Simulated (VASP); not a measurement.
Wanted: the native input for a VASP 6.6.1 run.

* Task: density of states
* Functional: PBE
* Potentials or basis: VASP PAW PBE potentials, release 64 (Mo_sv)
* Cutoff: 520 eV
* k mesh: 18 × 18 × 18
* Occupations: gaussian, width 0.1 eV
* Spin: non-collinear spin, zero start, spin-orbit coupling
* Starting moments: [[0.0, 0.0, 0.0]] μB
* k mesh for the DOS: 27 × 27 × 27
* Occupations for the DOS: tetrahedron
* Further INCAR settings: ALGO = Normal; EDIFF = 1e-07; NBANDS = 25

Mo:

```
Mo
1.0
    -1.58140    1.58140    1.58140
     1.58140   -1.58140    1.58140
     1.58140    1.58140   -1.58140
Mo
1
Direct
  0.00000 0.00000 0.00000
```

These files were run (other wordings do the same):

POSCAR

```
Mo                                      
1.0
   -1.5813990183      1.5813990183      1.5813990183
    1.5813990183     -1.5813990183      1.5813990183
    1.5813990183      1.5813990183     -1.5813990183
  Mo            
     1
Direct
     0.0000000000000000    0.0000000000000000    0.0000000000000000
```

INCAR.step1

```
ALGO = Normal ; EDIFF = 1E-7
ENCUT = 520 ; GGA = PE
GGA_COMPAT = False ; ISIF = 2
ISMEAR = 0 ; KPAR = 4
LASPH = True ; LCHARG = True
LMAXMIX = 4 ; LREAL = False
LSORBIT = True ; LWAVE = False
MAGMOM = 0 0 0 ; NBANDS = 25
NELM = 80 ; PREC = Accurate
SIGMA = 0.1
```

KPOINTS.step1

```
k-points
0
Gamma
  18 18 18
```

INCAR.step2

```
ALGO = Normal ; EDIFF = 1E-7
ENCUT = 520 ; GGA = PE
GGA_COMPAT = False ; ICHARG = 11
ISIF = 2 ; ISMEAR = -5
KPAR = 4 ; LASPH = True
LCHARG = False ; LMAXMIX = 4
LORBIT = 11 ; LREAL = False
LSORBIT = True ; LWAVE = False
MAGMOM = 0 0 0 ; NBANDS = 25
NEDOS = 1001 ; NELM = 80
PREC = Accurate ; SIGMA = 0.1
```

KPOINTS.step2

```
k-points
0
Gamma
  27 27 27
```

Potentials or basis: VASP PAW PBE potentials, release 64 (Mo_sv).

Command:

```sh
$ cat potpaw_PBE.64/Mo_sv/POTCAR > POTCAR
$ cp INCAR.step1 INCAR
$ cp KPOINTS.step1 KPOINTS
$ mpirun -np 4 vasp_ncl > vasp.out
$ cp INCAR.step2 INCAR
$ cp KPOINTS.step2 KPOINTS
$ mpirun -np 4 vasp_ncl > vasp.out
```

It gave:

| Property | Result |
| --- | --- |
| Net moment | 0.00 μB per cell |
| Valence electrons inside the program's atomic spheres | Mo 12.47 |

Wall time 46 s on 4 MPI ranks on Intel(R) Xeon(R) 6975P-C (Granite Rapids), with other jobs on the host, peak memory 0.46 GiB a rank.
